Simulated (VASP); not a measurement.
## BiB (strained wurtzite): a PBE single-point calculation in VASP

INCAR

```
NBANDS = 26
LCHARG = .FALSE.
EDIFF = 1E-7
IBRION = -1
SIGMA = 0.02
PREC = Accurate
NSW = 0
ENCUT = 520
LWAVE = .FALSE.
ISMEAR = -1
ISIF = 2
NELM = 120
GGA = PE
LASPH = .TRUE.
LREAL = .FALSE.
```

KPOINTS

```
KPOINTS created by Atomic Simulation Environment
0
Gamma
8 8 4
0 0 0
```

KPOINTS_OPT

```
special points
6
Reciprocal
0.0000000000 0.0000000000 0.0000000000 1
0.5000000000 0.0000000000 0.0000000000 1
0.3333333333 0.3333333333 0.0000000000 1
0.0000000000 0.0000000000 0.5000000000 1
0.5000000000 0.0000000000 0.5000000000 1
0.3333333333 0.3333333333 0.5000000000 1
```

POSCAR

```
B  Bi
 1.0000000000000000
     4.0201995674999997   -0.0000000000300221    0.0000000000000000
    -2.0100997837249999    3.3476874555150111    0.0000000000000000
     0.0000000000000000    0.0000000000000000    6.3754468406999996
 B   Bi
   2   2
Cartesian
  0.0000000000166226  2.2258947888284473 -0.0050525730171833
  2.0100997837583767  1.1217926666565419  3.1826708473328167
  0.0000000000165502  2.2161939279605876  2.3958451382796828
  2.0100997837584491  1.1314935275244011  5.5835685586296835
```

VASP ran with the recommended PBE PAW datasets (36 valence electrons in the cell).

OSZICAR

```
N       E                     dE             d eps       ncg     rms          rms(c)
DAV:   1     0.352243394514E+03    0.35224E+03   -0.18517E+04  3284   0.160E+03
DAV:   2     0.146035996587E+02   -0.33764E+03   -0.32909E+03  3328   0.422E+02
DAV:   3    -0.180487134573E+02   -0.32652E+02   -0.32241E+02  4210   0.145E+02
DAV:   4    -0.191636846182E+02   -0.11150E+01   -0.11120E+01  3890   0.286E+01
DAV:   5    -0.192119377373E+02   -0.48253E-01   -0.48248E-01  4870   0.550E+00    0.518E+00
DAV:   6    -0.179333316168E+02    0.12786E+01   -0.29602E+00  4160   0.966E+00    0.190E+00
DAV:   7    -0.179155348552E+02    0.17797E-01   -0.47773E-01  3824   0.279E+00    0.105E+00
DAV:   8    -0.179137679139E+02    0.17669E-02   -0.62523E-02  3954   0.203E+00    0.219E-01
DAV:   9    -0.179112703815E+02    0.24975E-02   -0.11314E-02  4228   0.920E-01    0.741E-02
DAV:  10    -0.179116856716E+02   -0.41529E-03   -0.17127E-03  4270   0.250E-01    0.425E-02
DAV:  11    -0.179117873760E+02   -0.10170E-03   -0.39599E-04  3920   0.143E-01    0.140E-02
DAV:  12    -0.179117840352E+02    0.33408E-05   -0.31773E-05  3828   0.327E-02    0.400E-03
DAV:  13    -0.179117854375E+02   -0.14023E-05   -0.44284E-06  3814   0.124E-02    0.121E-03
DAV:  14    -0.179117853938E+02    0.43675E-07   -0.40745E-07  3952   0.576E-03
   1 F= -.17911785E+02 E0= -.17911643E+02  d E =-.285123E-03
       N       E                     dE             ncg
DAV:   1     0.472024269519E+04   -0.46998E+04      312
DAV:   2     0.269850388339E+04   -0.20217E+04      320
DAV:   3     0.250330034171E+04   -0.19520E+03      398
DAV:   4     0.249655803332E+04   -0.67423E+01      374
DAV:   5     0.249626632404E+04   -0.29171E+00      442
DAV:   6     0.249626045184E+04   -0.58722E-02      436
DAV:   7     0.249626034611E+04   -0.10573E-03      462
DAV:   8     0.249626034407E+04   -0.20374E-05      404
DAV:   9     0.249626034404E+04   -0.29410E-07      312
```

From OUTCAR

```
k-points           NKPTS =     63   k-points in BZ     NKDIM =     63   number of bands    NBANDS=     26

   NELECT =      36.0000    total number of electrons

   dimension x,y,z NGX =    30 NGY =   30 NGZ =   48
   dimension x,y,z NGXF=    60 NGYF=   60 NGZF=   96

  energy-cutoff  :      520.00
  volume of cell :       85.80
      direct lattice vectors                 reciprocal lattice vectors
     4.020199567 -0.000000000  0.000000000     0.248743870  0.149356834  0.000000000
    -2.010099784  3.347687456  0.000000000     0.000000000  0.298713668  0.000000000
     0.000000000  0.000000000  6.375446841     0.000000000  0.000000000  0.156851751

 k-points in reciprocal lattice and weights: KPOINTS created by Atomic Simulation Env
   0.00000000  0.00000000  0.00000000       0.004
   0.12500000  0.00000000  0.00000000       0.016
   0.25000000  0.00000000  0.00000000       0.016
   0.37500000  0.00000000  0.00000000       0.016
   0.50000000  0.00000000  0.00000000       0.008
   0.00000000  0.12500000  0.00000000       0.008
   0.12500000  0.12500000  0.00000000       0.016
   0.25000000  0.12500000  0.00000000       0.016
   ...

 E-fermi :   6.6801

 k-point     1 :       0.0000    0.0000    0.0000
  band No.  band energies     occupation
      1     -16.3582      2.00000
      2     -16.3572      2.00000
      3     -16.3537      2.00000
      4     -16.3422      2.00000
      5     -16.3416      2.00000
      6     -16.3333      2.00000
      7     -16.2992      2.00000
      8     -16.2981      2.00000
      9     -16.2669      2.00000
     10     -16.2638      2.00000
     11      -7.1563      2.00000
     12      -5.1447      2.00000
     13      -0.7430      2.00000
     14       4.9185      2.00000
     15       5.1753      2.00000
     16       6.5182      1.99939
     17       6.6417      1.74372
     18       6.6530      1.58868
     19       6.8511      0.00039
     20       6.8911      0.00005
     21       9.1109      0.00000
     22       9.3355      0.00000
     23       9.8339      0.00000
     24      11.3972      0.00000
     25      11.6204      0.00000
     26      12.5724      0.00000

 k-point     2 :       0.1250    0.0000    0.0000
  band No.  band energies     occupation
      1     -16.3630      2.00000
      2     -16.3532      2.00000
      3     -16.3503      2.00000
      4     -16.3405      2.00000
      5     -16.3330      2.00000
      6     -16.3271      2.00000
      7     -16.3004      2.00000
      8     -16.2980      2.00000
      9     -16.2689      2.00000
     10     -16.2645      2.00000
     11      -6.9918      2.00000
     12      -5.0160      2.00000
     13      -0.6504      2.00000
     14       3.5943      2.00000
     15       4.7699      2.00000
     16       4.8716      2.00000
     17       6.2766      2.00000
     18       6.5294      1.99893
     19       7.5525      0.00000
     20       7.9748      0.00000
     21       9.1623      0.00000
     22       9.7242      0.00000
     23      10.2212      0.00000
     24      11.4074      0.00000
     25      12.1031      0.00000
     26      13.1876      0.00000

 k-point     3 :       0.2500    0.0000    0.0000
  band No.  band energies     occupation
      1     -16.3729      2.00000
      2     -16.3505      2.00000
      3     -16.3419      2.00000
      4     -16.3338      2.00000
      5     -16.3156      2.00000
      6     -16.3132      2.00000
      7     -16.3028      2.00000
      8     -16.2919      2.00000
      9     -16.2768      2.00000
     10     -16.2625      2.00000
     11      -6.5174      2.00000
     12      -4.6828      2.00000
     13      -0.5312      2.00000
     14       2.0740      2.00000
     15       2.8484      2.00000
     16       4.1376      2.00000
     17       5.3660      2.00000
     18       5.9306      2.00000
     19       7.7448      0.00000
     20       8.4649      0.00000
     21       9.9859      0.00000
     22      10.3401      0.00000
     23      10.5535      0.00000
     24      12.2417      0.00000
     25      12.8259      0.00000
     26      13.3120      0.00000

 k-point     4 :       0.3750    0.0000    0.0000
  band No.  band energies     occupation
      1     -16.3815      2.00000
      2     -16.3535      2.00000
      3     -16.3335      2.00000
      4     -16.3319      2.00000
      5     -16.3074      2.00000
      6     -16.2989      2.00000
      7     -16.2960      2.00000
      8     -16.2862      2.00000
      9     -16.2768      2.00000
     10     -16.2595      2.00000
     11      -5.8282      2.00000
     12      -4.3838      2.00000
     13      -0.7750      2.00000
     14       1.1227      2.00000
     15       1.6760      2.00000
     16       3.6458      2.00000
     17       4.3388      2.00000
     18       5.4553      2.00000
     19       7.5532      0.00000
     20       8.5305      0.00000
     21      10.1330      0.00000
     22      10.7486      0.00000
     23      11.0503      0.00000
     24      12.6311      0.00000
     25      13.4337      0.00000
     26      14.0054      0.00000

 k-point     5 :       0.5000    0.0000    0.0000
  band No.  band energies     occupation
      1     -16.3848      2.00000
      2     -16.3552      2.00000
      3     -16.3324      2.00000
      4     -16.3313      2.00000
      5     -16.3054      2.00000
      6     -16.2937      2.00000
      7     -16.2926      2.00000
      8     -16.2863      2.00000
      9     -16.2704      2.00000
     10     -16.2577      2.00000
     11      -5.3542      2.00000
     12      -4.4037      2.00000
     13      -0.8742      2.00000
     14       0.2860      2.00000
     15       1.8695      2.00000
     16       3.4608      2.00000
     17       3.7918      2.00000
     18       5.2815      2.00000
     19       7.4608      0.00000
     20       8.5024      0.00000
     21      10.0664      0.00000
     22      10.8877      0.00000
     23      11.6119      0.00000
     24      12.0432      0.00000
     25      13.9071      0.00000
     26      14.8366      0.00000

 k-point     6 :       0.0000    0.1250    0.0000
  band No.  band energies     occupation
      1     -16.3575      2.00000
      2     -16.3534      2.00000
      3     -16.3475      2.00000
      4     -16.3444      2.00000
      5     -16.3332      2.00000
      6     -16.3292      2.00000
      7     -16.3014      2.00000
      8     -16.2974      2.00000
      9     -16.2707      2.00000
     10     -16.2628      2.00000
     11      -6.9798      2.00000
     12      -5.0028      2.00000
     13      -0.6371      2.00000
     14       3.7881      2.00000
     15       4.5345      2.00000
     16       5.0360      2.00000
     17       6.2771      2.00000
     18       6.3077      2.00000
     19       7.4038      0.00000
     20       7.9630      0.00000
     21       9.2828      0.00000
     22       9.5686      0.00000
     23      10.1247      0.00000
     24      11.5746      0.00000
     25      11.9783      0.00000
     26      13.2632      0.00000

 k-point     7 :       0.1250    0.1250    0.0000
  band No.  band energies     occupation
      1     -16.3630      2.00000
      2     -16.3530      2.00000
      3     -16.3422      2.00000
      4     -16.3371      2.00000
      5     -16.3216      2.00000
      6     -16.3192      2.00000
      7     -16.3032      2.00000
      8     -16.2937      2.00000
      9     -16.2755      2.00000
     10     -16.2619      2.00000
     11      -6.6480      2.00000
     12      -4.7575      2.00000
     13      -0.5111      2.00000
     14       2.5756      2.00000
     15       3.4629      2.00000
     16       3.9339      2.00000
     17       5.7461      2.00000
     18       5.7676      2.00000
     19       8.1006      0.00000
     20       8.4104      0.00000
     21       9.2383      0.00000
     22      10.2335      0.00000
     23      10.6441      0.00000
     24      11.4004      0.00000
     25      12.9897      0.00000
     26      13.2588      0.00000

 k-point     8 :       0.2500    0.1250    0.0000
  band No.  band energies     occupation
      1     -16.3714      2.00000
      2     -16.3514      2.00000
      3     -16.3378      2.00000
      4     -16.3314      2.00000
      5     -16.3106      2.00000
      6     -16.3071      2.00000
      7     -16.2991      2.00000
      8     -16.2878      2.00000
      9     -16.2765      2.00000
     10     -16.2606      2.00000
     11      -6.0464      2.00000
     12      -4.4213      2.00000
     13      -0.5918      2.00000
     14       1.7353      2.00000
     15       1.8484      2.00000
     16       3.1599      2.00000
     17       4.8422      2.00000
     18       5.0469      2.00000
     19       8.4167      0.00000
     20       8.9122      0.00000
     21       9.8522      0.00000
     22      10.2001      0.00000
     23      10.9928      0.00000
     24      12.1738      0.00000
     25      13.2028      0.00000
     26      13.4273      0.00000

 ...

  Total       -2.5032829     -0.0598627      0.1155175      0.0000000      0.0000000      0.0000000
  in kB      -46.7430851     -1.1177996      2.1570257      0.0000000      0.0000000      0.0000000
  external PRESSURE =     -15.2346197 kB  Pullay stress =       0.0000000 kB

 POSITION                                       TOTAL-FORCE (eV/Angst)
 -----------------------------------------------------------------------------------
      0.00000      2.22589      6.37039        -0.000000     -0.010777     -0.013273
      2.01010      1.12179      3.18267         0.000000      0.010777     -0.013273
      0.00000      2.21619      2.39585        -0.000000     -0.011125      0.013273
      2.01010      1.13149      5.58357         0.000000      0.011125      0.013273
 -----------------------------------------------------------------------------------
    total drift:                               -0.000000      0.000000     -0.000372

  FREE ENERGIE OF THE ION-ELECTRON SYSTEM (eV)
  ---------------------------------------------------
  free  energy   TOTEN  =       -17.9117853938 eV

  energy  without entropy=      -17.9115002707  energy(sigma->0) =      -17.91164283
```

- gap between bands v and c: 0.06 eV
- least direct gap: 0.20 eV
- pressure: -1.5 GPa
- largest force: 0.02 eV/Å

Band v is the last that the valence electrons fill when counted band by band, and c is the next.
